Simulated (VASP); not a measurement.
# Ta4NiO11 (P2/m) in VASP: settings compared, part 2 of 3

VASP 6.6.1. The steps go on from the part before.

## (3) Relaxation of cell and atoms, PBE+D3, collinear spin, ferromagnetic start

INCAR reads:

```
PREC     = Accurate       # precision mode
ENCUT    = 600            # plane-wave cutoff, eV
EDIFF    = 1E-6           # SCF threshold, eV
ISMEAR   = -1             # smearing method
SIGMA    = 0.05           # smearing width, eV
LREAL    = F              # projectors in reciprocal space
LASPH    = T              # aspherical terms in the spheres
NELM     = 120            # most SCF steps
ALGO     = Fast           # electronic algorithm
ISIF     = 3              # what is computed and relaxed
LWAVE    = F              # write WAVECAR
LCHARG   = F              # write CHGCAR
ISPIN    = 2              # spin polarisation
MAGMOM   = 0 0 0 0 1 0 0 0 0 0 0 0 0 0 0 0 # initial moments
LORBIT   = 11             # projections on sites
LMAXMIX  = 4              # l up to which the mixer works
GGA      = PE             # functional
IVDW     = 11             # dispersion correction
IBRION   = 2              # ionic algorithm
NSW      = 40             # ionic steps
EDIFFG   = -0.02          # ionic threshold
KPAR     = 4
```

KPOINTS reads:

```
regular mesh
0
Gamma
  6 5 4
```

POSCAR reads:

```
Ta4NiO11
1.0
    4.7708900000      0.0000000000      0.0051300000
    0.0000000000      5.8245400000      0.0000000000
   -1.9862800000      0.0000000000      7.2505100000
Ta Ni O
4 1 11
Direct
    0.6133900000      0.5000000000      0.7604200000
    0.3866100000      0.5000000000      0.2395800000
    0.1661500000      0.0000000000      0.7987500000
    0.8338500000      0.0000000000      0.2012500000
    0.5000000000      0.0000000000      0.5000000000
    0.3327800000      0.7991300000      0.6505300000
    0.6672200000      0.7991300000      0.3494700000
    0.9004700000      0.2578600000      0.8071800000
    0.0995300000      0.2578600000      0.1928200000
    0.6672200000      0.2008700000      0.3494700000
    0.3327800000      0.2008700000      0.6505300000
    0.0995300000      0.7421400000      0.1928200000
    0.9004700000      0.7421400000      0.8071800000
    0.5000000000      0.5000000000      0.0000000000
    0.5000000000      0.0000000000      0.0000000000
    0.5000000000      0.5000000000      0.5000000000
```

Potentials or basis: VASP PAW PBE potentials, release 64 (Ta_pv, Ni, O).

On the command line:

```
$ cat potpaw_PBE.64/Ta_pv/POTCAR potpaw_PBE.64/Ni/POTCAR potpaw_PBE.64/O/POTCAR > POTCAR
$ mpirun -np 4 vasp_std > vasp.out
```

OUTCAR:

```text
PREC = Accurate
   ENCUT = 600
   EDIFF = 1E-6
   ISMEAR = -1
   LREAL = F
   LASPH = T
   NELM = 120
   ISIF = 3
   ISPIN = 2
   LORBIT = 11
   GGA = PE
   IVDW = 11
   IBRION = 2
   NSW = 40
   EDIFFG = -0.02
 IVDW          = 11

 ion  position               nearest neighbor table
   1  0.613  0.500  0.760-  16 1.89  13 1.93   8 1.93  14 2.01  11 2.22   6 2.22
   2  0.387  0.500  0.240-  16 1.89  12 1.93   9 1.93  14 2.01  10 2.22   7 2.22
   3  0.166  0.000  0.799-  15 1.89  11 1.93   6 1.93  13 1.98   8 1.98   5 3.08
   4  0.834  0.000  0.201-  15 1.89  10 1.93   7 1.93  12 1.98   9 1.98   5 3.08
   5  0.500  0.000  0.500-   6 1.94   7 1.94  10 1.94  11 1.94   3 3.08   4 3.08
   6  0.333  0.799  0.651-   3 1.93   5 1.94   1 2.22
   7  0.667  0.799  0.349-   4 1.93   5 1.94   2 2.22
   8  0.900  0.258  0.807-   1 1.93   3 1.98
   9  0.100  0.258  0.193-   2 1.93   4 1.98
  10  0.667  0.201  0.349-   4 1.93   5 1.94   2 2.22
[... 2345 lines left out ...]
      4     -32.4659      1.00000
      5     -32.4539      1.00000
      6     -32.4460      1.00000
[... 1789 lines left out ...]
     71       7.3842      0.00000
     72       7.6841      0.00000

 [... further k-points ...]

 [bands above 72 left out]

------------------------ aborting loop because EDIFF is reached ----------------------------------------

 Edisp (eV)   -2.53228

 E8    (eV) :    -1.4743
[... 39 lines left out ...]
  FREE ENERGIE OF THE ION-ELECTRON SYSTEM (eV)
  ---------------------------------------------------
  free  energy   TOTEN  =      -146.8996915852 eV

  energy  without entropy=     -146.8996251063  energy(sigma->0) =     -146.89965835

 reached required accuracy - stopping structural energy minimisation

 total charge

# of ion       s       p       d       tot
------------------------------------------
    1        0.337   6.309   2.088   8.735
    2        0.337   6.309   2.088   8.735
    3        0.361   6.322   2.223   8.905
    4        0.361   6.322   2.223   8.905
    5        0.396   0.432   8.324   9.151
    6        1.567   3.483   0.000   5.050
[... 8 lines left out ...]
   15        1.566   3.549   0.000   5.115
   16        1.581   3.555   0.000   5.136
--------------------------------------------------
tot         19.033  64.221  16.947 100.200

 magnetization (x)

# of ion       s       p       d       tot
------------------------------------------
    1       -0.000   0.000  -0.000  -0.000
    2       -0.000   0.000  -0.000  -0.000
    3       -0.000   0.000  -0.000  -0.000
    4       -0.000   0.000  -0.000  -0.000
    5        0.000  -0.000   0.000   0.000
    6       -0.000   0.000   0.000   0.000
[... 8 lines left out ...]
   15        0.000  -0.000   0.000  -0.000
   16        0.000   0.000   0.000   0.000
--------------------------------------------------
tot         -0.000   0.000  -0.000   0.000
```

OSZICAR:

```text
N       E                     dE             d eps       ncg     rms          rms(c)
DAV:   1     0.144105225309E+04    0.14411E+04   -0.68645E+04 12272   0.190E+03
DAV:   2     0.545698804187E+01   -0.14356E+04   -0.13657E+04 13425   0.522E+02
[... 141 lines left out ...]
RMM:   2    -0.144367385868E+03   -0.18543E-03   -0.40006E-03 13448   0.321E-01    0.764E-02
RMM:   3    -0.144367462529E+03   -0.76661E-04   -0.11153E-03 14914   0.168E-01    0.772E-02
RMM:   4    -0.144367410396E+03    0.52133E-04   -0.25622E-04 15032   0.793E-02    0.245E-02
RMM:   5    -0.144367409504E+03    0.89165E-06   -0.60548E-05 13717   0.304E-02    0.112E-02
RMM:   6    -0.144367410419E+03   -0.91490E-06   -0.17764E-05 13770   0.147E-02    0.579E-03
RMM:   7    -0.144367410829E+03   -0.40984E-06   -0.32260E-06  8506   0.661E-03
  14 F= -.14689969E+03 E0= -.14689966E+03  d E =-.176899E-03  mag=    -0.0000
```

CONTCAR:

```text
Ta4NiO11
   1.00000000000000
     4.7316878512065506    0.0000000000000000   -0.0272284885569993
     0.0000000000000000    5.8161169947893949    0.0000000000000000
    -2.0192549607936408    0.0000000000000000    7.2582351752395171
  Ta              Ni              O
     4     1    11
Direct
     0.6075632163885389    0.5000000000000000    0.7599948176237069
     0.3924367836114608    0.5000000000000000    0.2400051823762932
     0.1618413779614711    1.0000000000000000    0.7972366866301188
     0.8381586220385291    1.0000000000000000    0.2027633133698812
     0.5000000000000000    1.0000000000000000    0.5000000000000000
     0.3299725045585218    0.7987860850594001    0.6485954959908322
[... 8 lines left out ...]
     0.5000000000000000    1.0000000000000000    0.0000000000000000
     0.5000000000000000    0.5000000000000000    0.5000000000000000

  0.00000000E+00  0.00000000E+00  0.00000000E+00
  0.00000000E+00  0.00000000E+00  0.00000000E+00
  0.00000000E+00  0.00000000E+00  0.00000000E+00
  0.00000000E+00  0.00000000E+00  0.00000000E+00
  0.00000000E+00  0.00000000E+00  0.00000000E+00
  0.00000000E+00  0.00000000E+00  0.00000000E+00
[... 8 lines left out ...]
  0.00000000E+00  0.00000000E+00  0.00000000E+00
  0.00000000E+00  0.00000000E+00  0.00000000E+00
```

It took 46 min on 4 MPI ranks of Intel Xeon 6975P-C (Granite Rapids), shared host; peak memory 1.2 GiB.

What came out:

| Item | Value |
| --- | --- |
| Free energy | -146.8997 eV |
| Relaxed volume | 12.46 Å³/atom |
| Relaxed cell | a = 4.732 Å, b = 5.816 Å, c = 7.534 Å, α = 90.00°, β = 105.88°, γ = 90.00° |
| Space group after relaxing (to 0.05 Å) | P2/m (No. 10) |
| Energy gained by relaxing | 0.9 meV/atom |
| Ionic steps | 14 |
| Pressure after relaxing | 0.0 GPa |
| Largest force after relaxing | 0.017 eV/Å |
| Band gap on the k mesh | 0.84 eV, indirect (least direct gap 0.89 eV) |
| Net moment | 0.00 μB per cell |
| Valence electrons inside the program's atomic spheres | Ta 8.73, 8.90; Ni 9.15; O 5.05, 5.07, 5.04, 5.12, 5.14 |
| Dispersion energy per atom | -0.158 eV |

Forces in eV/Å, atoms in the order of the input:
```
Ta   0.009  0.000  0.013
Ta  -0.009  0.000 -0.013
Ta   0.007  0.000 -0.014
Ta  -0.007  0.000  0.014
Ni   0.000  0.000  0.000
O   -0.003 -0.006 -0.009
O    0.003 -0.006  0.009
O   -0.011 -0.013 -0.001
O    0.011 -0.013  0.001
O    0.003  0.006  0.009
O   -0.003  0.006 -0.009
O    0.011  0.013  0.001
O   -0.011  0.013 -0.001
O    0.000  0.000  0.000
O    0.000  0.000  0.000
O    0.000  0.000  0.000
```

Step by step:
| step | energy change (eV) | largest force (eV/Å) | pressure (GPa) | volume (Å³) |
| --- | --- | --- | --- | --- |
| 1 | 0.0000 | 0.1034 | -0.97 | 201.54 |
| 2 | -0.0022 | 0.1830 | 1.23 | 199.32 |
| 3 | -0.0050 | 0.1386 | 0.29 | 200.27 |
| 4 | -0.0079 | 0.1081 | -0.05 | 200.15 |
| 5 | -0.0079 | 0.1150 | -0.06 | 200.14 |
| 6 | -0.0105 | 0.0603 | -0.04 | 199.97 |
| 7 | -0.0108 | 0.1185 | -0.02 | 199.88 |
| 8 | -0.0126 | 0.0557 | -0.03 | 199.75 |
| 9 | -0.0130 | 0.0489 | -0.04 | 199.66 |
| 10 | -0.0134 | 0.0324 | 0.00 | 199.59 |
| 11 | -0.0135 | 0.0304 | 0.04 | 199.52 |
| 12 | -0.0138 | 0.0284 | -0.01 | 199.50 |
| 13 | -0.0138 | 0.0484 | -0.04 | 199.49 |
| 14 | -0.0140 | 0.0167 | 0.00 | 199.43 |

Final structure:
```
Ta Ni O
1.0
     4.73169    0.00000   -0.02723
     0.00000    5.81612    0.00000
    -2.01925    0.00000    7.25824
Ta Ni O
4 1 11
Direct
  0.60756 0.50000 0.75999
  0.39244 0.50000 0.24001
  0.16184 0.00000 0.79724
  0.83816 0.00000 0.20276
  0.50000 0.00000 0.50000
  0.32997 0.79879 0.64860
  0.67003 0.79879 0.35140
  0.90145 0.25926 0.80828
  0.09855 0.25926 0.19172
  0.67003 0.20121 0.35140
  0.32997 0.20121 0.64860
  0.09855 0.74074 0.19172
  0.90145 0.74074 0.80828
  0.50000 0.50000 0.00000
  0.50000 0.00000 0.00000
  0.50000 0.50000 0.50000
```

Caveat: spin-orbit coupling is left out, which moves the levels of the heavy elements; an odd mesh through Γ misses points on the zone boundary, where band edges often lie.

(Continued in part 3 of 3.)
